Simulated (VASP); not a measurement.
# K4C (P6/mmm) in VASP: a series of runs

Runs on K4C. Level: PBE. Tasks: single point, relaxation of cell and atoms.

Program: VASP 6.6.1. These are calculated values, not measurements. Logs are shortened: lines on timing, memory, paths and dates and some standing lists are left out, and cuts for length are marked.

### Step 1. The cell of the first run

Symmetry: P6/mmm, No. 191, hexagonal system. The conventional cell has a = 7.240 Å, b = 7.240 Å, c = 5.390 Å, α = 90.00°, β = 90.00°, γ = 120.00°. K (site symmetry mmm) has 2 C at 3.62 Å and 4 K at 3.62 Å as nearest neighbours. Around K (site symmetry 6/mmm) lie 2 C at 2.70 Å. Around C (site symmetry 6/mmm) lie 2 K at 2.70 Å.

The cell was built by a generator and needn't be a form met in nature.

### Step 2. Single point, PBE (random cell by space group and Wyckoff sites (P6/mmm, No. 191))

INCAR

```
SYSTEM = K4C
ALGO     = Fast           ! electronic algorithm
EDIFF    = 1E-6           ! SCF threshold, eV
ENCUT    = 520            ! plane-wave cutoff, eV
GGA      = PE             ! functional
ISIF     = 2              ! what is computed and relaxed
ISMEAR   = 0              ! smearing method
LASPH    = .True.         ! aspherical terms in the spheres
LCHARG   = .True.         ! write CHGCAR
LELF     = .True.         ! ELF
LREAL    = .False.        ! projectors in reciprocal space
LVHAR    = .True.       
LWAVE    = .False.        ! write WAVECAR
NBANDS   = 28             ! bands
NELM     = 80             ! most SCF steps
PREC     = Accurate       ! precision mode
SIGMA    = 0.1            ! smearing width, eV
```

KPOINTS

```
k-points
0
Gamma
  6 6 8
  0 0 0
```

POSCAR

```
K4C
1.0
    7.2399340625      0.0000000000      0.0000000000
   -3.6199670313      6.2699668199      0.0000000000
    0.0000000000      0.0000000000      5.3902227016
K C
4 1
Direct
    0.5000000000      0.0000000000      0.5000000000
    0.0000000000      0.5000000000      0.5000000000
    0.5000000000      0.5000000000      0.5000000000
    0.0000000000      0.0000000000      0.0000000000
    0.0000000000      0.0000000000      0.5000000000
```

Potentials or basis: VASP PAW PBE potentials, release 64 (K_sv, C).

On the command line:

```console
$ cat potpaw_PBE.64/K_sv/POTCAR potpaw_PBE.64/C/POTCAR > POTCAR
$ mpirun -np 1 vasp_std > vasp.out
```

OUTCAR:

```text
SYSTEM = K4C
   EDIFF = 1E-6
   ENCUT = 520
   GGA = PE
   ISIF = 2
   ISMEAR = 0
   LASPH = .True.
   LREAL = .False.
   NELM = 80
   PREC = Accurate

 ion  position               nearest neighbor table
   1  0.500  0.000  0.500-   2 3.62   2 3.62   3 3.62   3 3.62
   2  0.000  0.500  0.500-   3 3.62   3 3.62   1 3.62   1 3.62
   3  0.500  0.500  0.500-   2 3.62   2 3.62   1 3.62   1 3.62
   4  0.000  0.000  0.000-   5 2.70   5 2.70
   5  0.000  0.000  0.500-   4 2.70   4 2.70

  LATTYP: Found a hexagonal cell.
 ALAT       =     7.2399340625
 C/A-ratio  =     0.7445126786

  Lattice vectors:

 A1 = (   7.2399340625,   0.0000000000,   0.0000000000)
 A2 = (  -3.6199670313,   6.2699668199,   0.0000000000)
 A3 = (   0.0000000000,   0.0000000000,   5.3902227016)

Analysis of symmetry for initial positions (statically):
=====================================================================
 Subroutine PRICEL returns:
 Original cell was already a primitive cell.

 Routine SETGRP: Setting up the symmetry group for a
 hexagonal supercell.

 Subroutine GETGRP returns: Found 24 space group operations
 (whereof 24 operations were pure point group operations)
 out of a pool of 24 trial point group operations.

The static configuration has the point symmetry D_6h.

Analysis of symmetry for dynamics (positions and initial velocities):
=====================================================================
 Subroutine PRICEL returns:
 Original cell was already a primitive cell.

 Routine SETGRP: Setting up the symmetry group for a
 hexagonal supercell.

 Subroutine GETGRP returns: Found 24 space group operations
 (whereof 24 operations were pure point group operations)
 out of a pool of 24 trial point group operations.

The dynamic configuration has the point symmetry D_6h.

 Subroutine INISYM returns: Found 24 space group operations
 (whereof 24 operations are pure point group operations),
 and found     1 'primitive' translations

----------------------------------------------------------------------------------------

                                     Primitive cell

  volume of cell :     244.6846

  direct lattice vectors                    reciprocal lattice vectors
     7.239934062  0.000000000  0.000000000     0.138122805  0.079745239  0.000000000
    -3.619967031  6.269966820  0.000000000     0.000000000  0.159490477  0.000000000
     0.000000000  0.000000000  5.390222702     0.000000000  0.000000000  0.185521092

  length of vectors
     7.239934062  7.239934063  5.390222702     0.159490477  0.159490477  0.185521092

  position of ions in fractional coordinates (direct lattice)
     0.500000000  0.000000000  0.500000000
     1.000000000  0.500000000  0.500000000
     0.500000000  0.500000000  0.500000000
     0.000000000  0.000000000  0.000000000
     0.000000000  0.000000000  0.500000000

  ion indices of the primitive-cell ions
   primitive index   ion index
                 1           1
                 2           2
                 3           3
                 4           4
                 5           5

----------------------------------------------------------------------------------------

 KPOINTS: k-points

Automatic generation of k-mesh.
 Grid dimensions read from file:
 generate k-points for:    6    6    8

 Generating k-lattice:

  Cartesian coordinates                     Fractional coordinates (reciprocal lattice)
     0.023020467  0.013290873  0.000000000     0.166666667 -0.000000000  0.000000000
     0.000000000  0.026581746  0.000000000     0.000000000  0.166666667  0.000000000
     0.000000000  0.000000000  0.023190136     0.000000000  0.000000000  0.125000000

  Length of vectors
     0.026581746  0.026581746  0.023190136

  Shift w.r.t. Gamma in fractional coordinates (k-lattice)
     0.000000000  0.000000000  0.000000000

 Subroutine IBZKPT returns following result:
 ===========================================

 Found     35 irreducible k-points:

 Following reciprocal coordinates:
            Coordinates               Weight
  0.000000  0.000000  0.000000      1.000000
  0.166667  0.000000  0.000000      6.000000
  0.333333 -0.000000  0.000000      6.000000
  0.500000  0.000000  0.000000      3.000000
  0.166667  0.166667  0.000000      6.000000
  0.333333  0.166667  0.000000     12.000000
[... 16 lines left out ...]
  0.166667  0.000000  0.375000     12.000000
  0.333333 -0.000000  0.375000     12.000000
 [... further k-points ...]
   k-points           NKPTS =     35   k-points in BZ     NKDIM =     35   number of bands    NBANDS=     28
   number of dos      NEDOS =    301   number of ions     NIONS =      5
   total plane-waves  NPLWV = 116640
   dimension x,y,z NGX =    54 NGY =   54 NGZ =   40
   dimension x,y,z NGXF=   108 NGYF=  108 NGZF=   80
   ions per type =               4   1
   NGX,Y,Z   is equivalent  to a cutoff of  12.40, 12.40, 12.34 a.u.
   NGXF,Y,Z  is equivalent  to a cutoff of  24.80, 24.80, 24.67 a.u.
 SYSTEM =  K4C
   PREC   = accura    normal or accurate (medium, high low for compatibility)
   ISTART =      0    job   : 0-new  1-cont  2-samecut
   ICHARG =      2    charge: 1-file 2-atom 10-const
   ISPIN  =      1    spin polarized calculation?
   LNONCOLLINEAR =      F non collinear calculations
   LSORBIT =      F    spin-orbit coupling
   LASPH  =      T    aspherical Exc in radial PAW
   ENCUT  =  520.0 eV  38.22 Ry    6.18 a.u.  13.46 13.46 10.02*2*pi/ulx,y,z
   NELM   =     80;   NELMIN=  2; NELMDL= -5     # of ELM steps
   EDIFF  = 0.1E-05   stopping-criterion for ELM
   LREAL  =      F    real-space projection
   EDIFFG = 0.1E-04   stopping-criterion for IOM
   NSW    =      0    number of steps for IOM
   IBRION =     -1    ionic relax: 0-MD 1-quasi-New 2-CG
   NFREE  =      0    steps in history (QN), initial steepest desc. (CG)
   ISIF   =      2    stress and relaxation
   ISYM   =      2    0-nonsym 1-usesym 2-fastsym
   POTIM  = 0.5000    time-step for ionic-motion
   TEBEG  =    0.0;   TEEND  =   0.0 temperature during run
   PSTRESS=    0.0 pullay stress
   NELECT =      40.0000    total number of electrons
   NUPDOWN=      -1.0000    fix difference up-down
   EMIN   =  10.00;   EMAX   =-10.00  energy-range for DOS
   EFERMI =   0.00;   METHOD = LEGACY
   ISMEAR =     0;   SIGMA  =   0.10  broadening in eV -4-tet -1-fermi 0-gaus
   EFERMI_NEDOS =   21; number of points for ismear=-14 and -15
   IALGO  =     68    algorithm
   IMIX   =      4    mixing-type and parameters
     AMIX     =   0.40;   BMIX     =  1.00
     AMIX_MAG =   1.60;   BMIX_MAG =  1.00
  volume/ion in A,a.u.               =      48.94       330.24
  Fermi-wavevector in a.u.,A,eV,Ry     =   0.895143  1.691576 10.902101  0.801282
  Thomas-Fermi vector in A             =   2.017438
   LORBIT       =      0    0 simple, 1 ext, 2 COOP (PROOUT), +10 PAW based schemes
   GGA     = PE    functional components
   LHFCALC =     F    Hartree Fock is set to
   AEXX    =    0.0000 exact exchange contribution
   IVDW    =     0    specifies the selected vdW correction
   LEPSILON=     F    determine dielectric tensor
   LRPA    =     F    only Hartree local field effects (RPA)
 non-spin polarized calculation
 RMM-DIIS sequential band-by-band and
 Gauss-broadening in eV      SIGMA  =   0.10
  energy-cutoff  :      520.00
  volume of cell :      244.68
 maximum number of plane-waves:      6638
 NGX is ok and might be reduce to    54
   NGX = 27   NGY = 27   NGZ = 21

 number of electron      40.0000005 magnetization

 Free energy of the ion-electron system (eV)
  ---------------------------------------------------
  ext. energy  EPLUGINS =         0.00000000
  ---------------------------------------------------
  free energy    TOTEN  =        -8.05976829 eV

  energy without entropy =       -8.04480777  energy(sigma->0) =       -8.05228803

 E-fermi :   0.2299     XC(G=0):  -6.2788

 val. band max:        0.2266547662   @ k =   0.1667   0.0000   0.2500
 cond. band min:       0.2577248225   @ k =   0.3333   0.1667   0.0000
 fundamental gap:      0.0310700562
 Fermi energy:         0.2299035211

 k-point     1 :       0.0000    0.0000    0.0000
  band No.  band energies     occupation
      1     -32.0095      2.00000
      2     -31.9572      2.00000
      3     -31.9572      2.00000
      4     -30.3179      2.00000
      5     -15.9103      2.00000
      6     -15.5569      2.00000
[... 20 lines left out ...]
     27       3.6955      0.00000
     28       3.8191      0.00000

 k-point     2 :       0.1667    0.0000    0.0000
  band No.  band energies     occupation
      1     -32.0064      2.00000
      2     -31.9603      2.00000
      3     -31.9572      2.00000
      4     -30.3179      2.00000
      5     -15.8849      2.00000
      6     -15.5636      2.00000
[... 20 lines left out ...]
     27       3.3608      0.00000
     28       3.7367      0.00000

 k-point     3 :       0.3333   -0.0000    0.0000
  band No.  band energies     occupation
      1     -31.9985      2.00000
      2     -31.9683      2.00000
      3     -31.9572      2.00000
      4     -30.3179      2.00000
      5     -15.8217      2.00000
      6     -15.5877      2.00000
[... 20 lines left out ...]
     27       3.4686      0.00000
     28       3.6249      0.00000

 k-point     4 :       0.5000    0.0000    0.0000
  band No.  band energies     occupation
      1     -31.9921      2.00000
      2     -31.9747      2.00000
      3     -31.9572      2.00000
      4     -30.3179      2.00000
      5     -15.7765      2.00000
      6     -15.6131      2.00000
[... 20 lines left out ...]
     27       3.4927      0.00000
     28       3.5652      0.00000

 k-point     5 :       0.1667    0.1667    0.0000
  band No.  band energies     occupation
      1     -32.0008      2.00000
      2     -31.9660      2.00000
      3     -31.9572      2.00000
      4     -30.3179      2.00000
      5     -15.8392      2.00000
      6     -15.5828      2.00000
[... 20 lines left out ...]
     27       3.4505      0.00000
     28       3.7894      0.00000

 k-point     6 :       0.3333    0.1667    0.0000
  band No.  band energies     occupation
      1     -31.9921      2.00000
      2     -31.9747      2.00000
      3     -31.9572      2.00000
      4     -30.3179      2.00000
      5     -15.7714      2.00000
      6     -15.6264      2.00000
[... 463 lines left out ...]
      5     -15.6979      2.00000
      6     -15.6979      2.00000
[... 20 lines left out ...]
     27       3.2874      0.00000
     28       3.8403      0.00000

 k-point    22 :       0.0000    0.0000    0.3750
  band No.  band energies     occupation
      1     -32.0093      2.00000
      2     -31.9571      2.00000
      3     -31.9571      2.00000
      4     -30.3175      2.00000
      5     -15.9092      2.00000
      6     -15.5558      2.00000
[... 20 lines left out ...]
     27       2.6314      0.00000
     28       3.4249      0.00000

 k-point    23 :       0.1667    0.0000    0.3750
  band No.  band energies     occupation
      1     -32.0063      2.00000
      2     -31.9602      2.00000
      3     -31.9571      2.00000
      4     -30.3175      2.00000
      5     -15.8839      2.00000
      6     -15.5628      2.00000
[... 20 lines left out ...]
     27       2.8295      0.00000
     28       3.4710      0.00000

 k-point    24 :       0.3333   -0.0000    0.3750
  band No.  band energies     occupation
      1     -31.9983      2.00000
      2     -31.9682      2.00000
      3     -31.9571      2.00000
      4     -30.3175      2.00000
      5     -15.8208      2.00000
      6     -15.5871      2.00000
[... 20 lines left out ...]
     27       3.3187      0.00000
     28       3.7388      0.00000

 [... further k-points ...]

------------------------ aborting loop because EDIFF is reached ----------------------------------------

  FORCE on cell =-STRESS in cart. coord.  units (eV):
  Direction    XX          YY          ZZ          XY          YZ          ZX
  --------------------------------------------------------------------------------------
  -------------------------------------------------------------------------------------
  Total        0.0349283      0.0349283      0.0643041     -0.0000000      0.0000000      0.0000000
  in kB        0.2287084      0.2287084      0.4210590     -0.0000000      0.0000000      0.0000000
  external PRESSURE =       0.2928253 kB  Pullay stress =       0.0000000 kB

 VOLUME and BASIS-vectors are now :
 -----------------------------------------------------------------------------
  energy-cutoff  :      520.00
  volume of cell :      244.68
      direct lattice vectors                 reciprocal lattice vectors
     7.239934062  0.000000000  0.000000000     0.138122805  0.079745239  0.000000000
    -3.619967031  6.269966820  0.000000000     0.000000000  0.159490477  0.000000000
     0.000000000  0.000000000  5.390222702     0.000000000  0.000000000  0.185521092

 POSITION                                       TOTAL-FORCE (eV/Angst)
 -----------------------------------------------------------------------------------
      3.61997      0.00000      2.69511         0.000000      0.000000      0.000000
     -1.80998      3.13498      2.69511        -0.000000      0.000000      0.000000
      1.80998      3.13498      2.69511        -0.000000      0.000000      0.000000
      0.00000      0.00000      0.00000        -0.000000      0.000000      0.000000
      0.00000      0.00000      2.69511        -0.000000      0.000000      0.000000
 -----------------------------------------------------------------------------------
    total drift:                                0.000000      0.000000      0.000000

  FREE ENERGIE OF THE ION-ELECTRON SYSTEM (eV)
  ---------------------------------------------------
  free  energy   TOTEN  =        -8.0597682857 eV

  energy  without entropy=       -8.0448077709  energy(sigma->0) =       -8.05228803
```

Run time: 3.8 min. Hardware: 1 thread of Intel Xeon Platinum 8488C (Sapphire Rapids), shared host; peak memory 0.43 GiB.

What came out:

| Item | Value |
| --- | --- |
| Free energy | -8.0598 eV |
| Pressure | 0.0 GPa |
| Band gap on the k mesh | none (metal or under the smearing width) |

(Continued in part 2 of 3.)
